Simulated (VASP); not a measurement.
Calculation: PBEsol GGA, VASP's PBE PAW potentials (set 64) (plane waves; VASP 6.6.1).

VASP input:

POSCAR:
```
BeZn3Te4
1
   -0.0001964960     5.9565007973     5.9582697655
    5.9565007973    -0.0001964960     5.9582697655
    2.9781521506     2.9781521506     0.0000000000
Zn Te Be
3 4 1
Direct
  0.9988064184   0.9988064184   0.0023871632
  0.9981585726   0.5022370609   0.9996043663
  0.5022370609   0.9981585726   0.9996043663
  0.1249524160   0.1249524160   0.2500951680
  0.1416639795   0.6193208820   0.2390151384
  0.6193208820   0.1416639795   0.2390151384
  0.6147384424   0.6147384424   0.2705231152
  0.5001222281   0.5001222281   0.9997555439
```

KPOINTS:
```
Automatic mesh
0
Gamma
4 4 7
0 0 0
```

### INCAR
```
SYSTEM = BeZn3Te4
PREC = Accurate
ENCUT = 400
EDIFF = 1E-7
NELM = 100
ALGO = Normal
LREAL = .FALSE.
LASPH = .TRUE.
ISMEAR = -5
GGA = PS
LMAXMIX = 4
LWAVE = .FALSE.
LCHARG = .TRUE.
LORBIT = 11
NEDOS = 601
ISIF = 2
LEFG = .TRUE.
```

POTCAR, in this order: Zn Te Be (PBE.64 set). Program: vasp_std.

Output

OUTCAR:
```
 ion  position               nearest neighbor table
   1  0.999  0.999  0.002-   4 2.59   4 2.59   6 2.61   5 2.61
   2  0.998  0.502  1.000-   4 2.60   5 2.62   5 2.62   7 2.64
   3  0.502  0.998  1.000-   4 2.60   6 2.62   6 2.62   7 2.64
   4  0.125  0.125  0.250-   1 2.59   1 2.59   2 2.60   3 2.60
   5  0.142  0.619  0.239-   8 2.47   1 2.61   2 2.62   2 2.62
   6  0.619  0.142  0.239-   8 2.47   1 2.61   3 2.62   3 2.62
   7  0.615  0.615  0.271-   8 2.51   8 2.51   3 2.64   2 2.64
   8  0.500  0.500  1.000-   5 2.47   6 2.47   7 2.51   7 2.51
  LATTYP: Found a base centered orthorhombic cell.
 ALAT       =     8.4240420991
 B/A-ratio  =     1.4145868920
 C/A-ratio  =     0.4999670126
 Subroutine PRICEL returns:
 Original cell was already a primitive cell.
 Subroutine GETGRP returns: Found  4 space group operations
The static configuration has the point symmetry C_2v.
The dynamic configuration has the point symmetry C_2v.
 Subroutine INISYM returns: Found  4 space group operations
 Subroutine IBZKPT returns following result:
 Found     37 irreducible k-points:

 Following reciprocal coordinates:
            Coordinates               Weight
  0.000000  0.000000  0.000000      1.000000
  0.250000 -0.000000  0.000000      4.000000
  0.500000 -0.000000  0.000000      2.000000
  0.250000  0.250000  0.000000      2.000000
  0.500000  0.250000  0.000000      4.000000
 -0.250000  0.250000  0.000000      2.000000
  0.500000  0.500000  0.000000      1.000000
  0.000000  0.000000  0.142857      2.000000
  0.250000 -0.000000  0.142857      4.000000
  0.500000 -0.000000  0.142857      4.000000
 -0.250000  0.000000  0.142857      4.000000
  0.250000  0.250000  0.142857      2.000000
  0.500000  0.250000  0.142857      4.000000
 -0.250000  0.250000  0.142857      4.000000
  0.500000  0.500000  0.142857      2.000000
 -0.250000  0.500000  0.142857      4.000000
...
```

**OSZICAR**
```
       N       E                     dE             d eps       ncg     rms          rms(c)
DAV:   1     0.359065416120E+03    0.35907E+03   -0.23072E+04  2738   0.140E+03
DAV:   2     0.911910950065E+01   -0.34995E+03   -0.33955E+03  2889   0.325E+02
DAV:   3    -0.254896915467E+02   -0.34609E+02   -0.34152E+02  3140   0.107E+02
DAV:   4    -0.266026562956E+02   -0.11130E+01   -0.11101E+01  3256   0.177E+01
DAV:   5    -0.266310011882E+02   -0.28345E-01   -0.28342E-01  3526   0.269E+00    0.953E+00
DAV:   6    -0.258508647344E+02    0.78014E+00   -0.30378E+00  3404   0.363E+01    0.693E+00
DAV:   7    -0.258231620131E+02    0.27703E-01   -0.11015E+00  3121   0.630E+00    0.300E+00
DAV:   8    -0.258171285301E+02    0.60335E-02   -0.42552E-02  3287   0.305E+00    0.836E-01
DAV:   9    -0.258163356108E+02    0.79292E-03   -0.13564E-02  3364   0.305E+00    0.257E-01
DAV:  10    -0.258162558843E+02    0.79727E-04   -0.37785E-03  3410   0.118E+00    0.126E-01
DAV:  11    -0.258162885050E+02   -0.32621E-04   -0.10439E-03  3614   0.428E-01    0.432E-02
DAV:  12    -0.258163318392E+02   -0.43334E-04   -0.38851E-04  3038   0.215E-01    0.306E-02
DAV:  13    -0.258163280750E+02    0.37642E-05   -0.42428E-05  3335   0.112E-01    0.168E-02
DAV:  14    -0.258163316063E+02   -0.35313E-05   -0.66302E-06  3092   0.258E-02    0.113E-02
DAV:  15    -0.258163319347E+02   -0.32841E-06   -0.57820E-06  3103   0.417E-02    0.302E-03
DAV:  16    -0.258163321158E+02   -0.18115E-06   -0.19436E-06  3446   0.235E-02    0.399E-03
DAV:  17    -0.258163320603E+02    0.55540E-07   -0.57424E-07  3026   0.154E-02
   1 F= -.25816332E+02 E0= -.25816332E+02  d E =0.000000E+00
```

### OUTCAR
```
------------------------ aborting loop because EDIFF is reached ----------------------------------------
  FORCE on cell =-STRESS in cart. coord.  units (eV):
  Direction    XX          YY          ZZ          XY          YZ          ZX
  --------------------------------------------------------------------------------------
  Total       -0.0968212     -0.0968212     -0.0404629      0.0027512     -0.0000000     -0.0000000
  in kB       -0.7338009     -0.7338009     -0.3066653      0.0208514     -0.0000000     -0.0000000
  external PRESSURE =      -0.5914224 kB  Pullay stress =       0.0000000 kB
  volume of cell :      211.40
      direct lattice vectors                 reciprocal lattice vectors
    -0.000196496  5.956500797  5.958269765    -0.083939132  0.083939132  0.083916979
     5.956500797 -0.000196496  5.958269765     0.083939132 -0.083939132  0.083916979
     2.978152151  2.978152151  0.000000000     0.167889340  0.167889340 -0.167833958
 POSITION                                       TOTAL-FORCE (eV/Angst)
 -----------------------------------------------------------------------------------
      5.95630      5.95630     11.90232        -0.000000     -0.000000     -0.005411
      5.96835      8.92241      8.93976        -0.000117      0.000117     -0.006932
      8.92241      5.96835      8.93976         0.000117     -0.000117     -0.006932
      1.48908      1.48908      1.48900         0.000000      0.000000      0.010781
      4.40078      1.55552      4.53415         0.002231     -0.002231     -0.000813
      1.55552      4.40078      4.53415        -0.002231      0.002231     -0.000813
      4.46723      4.46723      7.32555         0.000000      0.000000      0.007859
      5.95630      5.95630      5.95973         0.000000      0.000000      0.002261
 -----------------------------------------------------------------------------------
    total drift:                               -0.000005     -0.000005      0.000191
  FREE ENERGIE OF THE ION-ELECTRON SYSTEM (eV)
  ---------------------------------------------------
  free  energy   TOTEN  =       -25.8163320603 eV

  energy  without entropy=      -25.8163320603  energy(sigma->0) =      -25.81633206

 total charge

# of ion       s       p       d       tot
------------------------------------------
    1        0.569   0.473   9.759  10.801
    2        0.565   0.457   9.758  10.780
    3        0.565   0.457   9.758  10.780
    4        1.345   2.097   0.034   3.476
    5        1.342   2.088   0.031   3.462
    6        1.342   2.088   0.031   3.462
    7        1.341   2.076   0.028   3.444
    8        0.358   0.513   0.000   0.871
--------------------------------------------------
tot          7.427  10.250  29.399  47.075

 Electric field gradients after diagonalization (V/A^2)
 (convention: |V_zz| > |V_xx| > |V_yy|)
----------------------------------------------------------------------
 ion       V_xx      V_yy      V_zz     asymmetry (V_yy - V_xx)/ V_zz
----------------------------------------------------------------------
   1      -5.430    -0.720     6.150       0.766
   2       3.223     2.542    -5.765       0.118
   3       3.223     2.542    -5.765       0.118
   4       3.003     2.345    -5.348       0.123
   5     -11.309    -7.807    19.116       0.183
   6     -11.309    -7.807    19.116       0.183
   7       9.569     7.645   -17.214       0.112
   8       0.442     0.061    -0.503       0.756
```
(Selected blocks of OUTCAR.)

The structure was generated: BeZn3Te4 was put into an ordered model structure (Amm2), which need not be its known phase. It was relaxed first.
